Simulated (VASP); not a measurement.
A convergence study with VASP on BeTe (zinc blende): one setting is varied, all else stays as given below, so the limit is that of these other settings. Each run relaxes cell and ions from the cell shown. The basis is that of the starting cell, so low cut-offs carry a Pulay error.

```xyz
2
Lattice="0.0000 2.8150 2.8150 2.8150 0.0000 2.8150 2.8150 2.8150 0.0000" Properties=species:S:1:pos:R:3 pbc="T T T"
Be     0.0000     0.0000     0.0000
Te     1.4075     1.4075     1.4075
```

Level of theory: PBE GGA, VASP's PBE PAW potentials (set 64) (plane waves; VASP). The tightest run used: 700 eV cut-off, 7×7×7 Γ-centred mesh, Gaussian smearing of 0.050 eV, potentials Be Te.

Gaps are read on the run's mesh, which can miss a band edge.

```json
[
 {"setting": "ENCUT = 150", "relaxed volume (Å³/atom)": "22.433", "E (eV/atom)": "-3.7660", "gap on the mesh (eV)": "2.023", "plane waves": "194"},
 {"setting": "ENCUT = 200", "relaxed volume (Å³/atom)": "22.657", "E (eV/atom)": "-3.8035", "gap on the mesh (eV)": "2.060", "plane waves": "298"},
 {"setting": "ENCUT = 250", "relaxed volume (Å³/atom)": "22.754", "E (eV/atom)": "-3.8102", "gap on the mesh (eV)": "2.070", "plane waves": "411"}
]
```

Q: These are the cheaper rows. Estimate the results at ENCUT = 700, and how far the last row shown lies from them.

A: 
| quantity | tightest run | last row shown is off by |
|---|---|---|
| relaxed volume (Å³/atom) | 22.769 | -0.015 |
| E (eV/atom) | -3.8117 | 0.0014 |
| gap on the mesh (eV) | 2.071 | -0.001 |

Left out are rungs that failed or repeat a setting and relaxations that didn't move; long series are thinned to 24 rows.

The compound is BeTe in the zinc blende structure.
